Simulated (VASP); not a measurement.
All values below come from PBEsol GGA, VASP's PBE PAW potentials (set 64) (plane waves; VASP 6.6.1).

VASP ran on this input.

INCAR:
```
SYSTEM = ZrGe
PREC = Accurate
ENCUT = 300
EDIFF = 1E-6
NELM = 100
ALGO = Normal
LREAL = .FALSE.
LASPH = .TRUE.
ISMEAR = 0
SIGMA = 0.272
GGA = PS
LMAXMIX = 4
LWAVE = .FALSE.
LCHARG = .FALSE.
ISIF = 2
```

### KPOINTS
```
Automatic mesh
0
gamma
2 3 3
0 0 0
```

**POSCAR**
```
ZrGe
1
    7.0961300000     0.0000000000     0.0000000000
    0.0000000000     3.9151100000     0.0000000000
    0.0000000000     0.0000000000     5.4127500000
Zr Ge
4 4
Direct
  0.1760800000   0.2500000000   0.6308900000
  0.8239200000   0.7500000000   0.3691100000
  0.3239200000   0.7500000000   0.1308900000
  0.6760800000   0.2500000000   0.8691100000
  0.0483200000   0.2500000000   0.1521900000
  0.9516800000   0.7500000000   0.8478100000
  0.4516800000   0.7500000000   0.6521900000
  0.5483200000   0.2500000000   0.3478100000
```

POTCAR, in this order: Zr_sv Ge_d (PBE.64 set). Program: vasp_std.

Output

File OSZICAR:
```
       N       E                     dE             d eps       ncg     rms          rms(c)
DAV:   1     0.125208462342E+04    0.12521E+04   -0.34867E+04  1264   0.281E+03
DAV:   2     0.170401528551E+03   -0.10817E+04   -0.10486E+04  1016   0.820E+02
DAV:   3    -0.421308190221E+02   -0.21253E+03   -0.20720E+03  1142   0.225E+02
DAV:   4    -0.656903205871E+02   -0.23560E+02   -0.23277E+02  1520   0.733E+01
DAV:   5    -0.670000780325E+02   -0.13098E+01   -0.13057E+01  1600   0.148E+01    0.274E+01
DAV:   6    -0.635079743888E+02    0.34921E+01   -0.11009E+01  1666   0.341E+01    0.100E+01
DAV:   7    -0.633025144430E+02    0.20546E+00   -0.30006E+00  1320   0.789E+00    0.252E+00
DAV:   8    -0.632794658798E+02    0.23049E-01   -0.23504E-01  1482   0.312E+00    0.107E+00
DAV:   9    -0.632764651305E+02    0.30007E-02   -0.26366E-02  1392   0.115E+00    0.232E-01
DAV:  10    -0.632762396225E+02    0.22551E-03   -0.32413E-03  1488   0.326E-01    0.458E-02
DAV:  11    -0.632762464802E+02   -0.68578E-05   -0.23295E-04  1368   0.893E-02    0.225E-02
DAV:  12    -0.632762371987E+02    0.92815E-05   -0.50626E-05  1424   0.456E-02    0.607E-03
DAV:  13    -0.632762382634E+02   -0.10647E-05   -0.28030E-06   928   0.109E-02    0.233E-03
DAV:  14    -0.632762381629E+02    0.10045E-06   -0.47801E-07   704   0.588E-03
   1 F= -.63276238E+02 E0= -.63232195E+02  d E =-.880865E-01
```

### OUTCAR
```
------------------------ aborting loop because EDIFF is reached ----------------------------------------
  FORCE on cell =-STRESS in cart. coord.  units (eV):
  Direction    XX          YY          ZZ          XY          YZ          ZX
  --------------------------------------------------------------------------------------
  Total       -4.9725596     -2.1568924     -4.1840438      0.0000000      0.0000000      0.0000000
  in kB      -52.9794051    -22.9802927    -44.5782795      0.0000000      0.0000000      0.0000000
  external PRESSURE =     -40.1793258 kB  Pullay stress =       0.0000000 kB
  volume of cell :      150.38
      direct lattice vectors                 reciprocal lattice vectors
     7.096130000  0.000000000  0.000000000     0.140921883  0.000000000  0.000000000
     0.000000000  3.915110000  0.000000000     0.000000000  0.255420665  0.000000000
     0.000000000  0.000000000  5.412750000     0.000000000  0.000000000  0.184748972
 POSITION                                       TOTAL-FORCE (eV/Angst)
 -----------------------------------------------------------------------------------
      1.24949      0.97878      3.41485         0.080271      0.000000      0.081850
      5.84664      2.93633      1.99790        -0.080271     -0.000000     -0.081850
      2.29858      2.93633      0.70847        -0.080271      0.000000      0.081850
      4.79755      0.97878      4.70428         0.080271     -0.000000     -0.081850
      0.34289      0.97878      0.82377        -0.034504      0.000000     -0.048788
      6.75324      2.93633      4.58898         0.034504     -0.000000      0.048788
      3.20518      2.93633      3.53014         0.034504     -0.000000     -0.048788
      3.89095      0.97878      1.88261        -0.034504     -0.000000      0.048788
 -----------------------------------------------------------------------------------
    total drift:                                0.000000      0.000000      0.000000
  FREE ENERGIE OF THE ION-ELECTRON SYSTEM (eV)
  ---------------------------------------------------
  free  energy   TOTEN  =       -63.2762381629 eV

  energy  without entropy=      -63.1881516343  energy(sigma->0) =      -63.23219490
```
(Selected blocks of OUTCAR.)

At this cut-off the stress carries a Pulay error, which pulls relaxed volumes low.

The structure comes from a computed database's ZrGe entry (Pnma); how it stands against other phases isn't given here. The cell was not relaxed at this level. The k-mesh is coarse (spacing up to 0.53 per Å, 2π included), so the numbers may not be converged in it. The run is one of a series of settings (KPOINTS 2×3×3 Γ-centred mesh against the base run), some of them coarse on purpose.
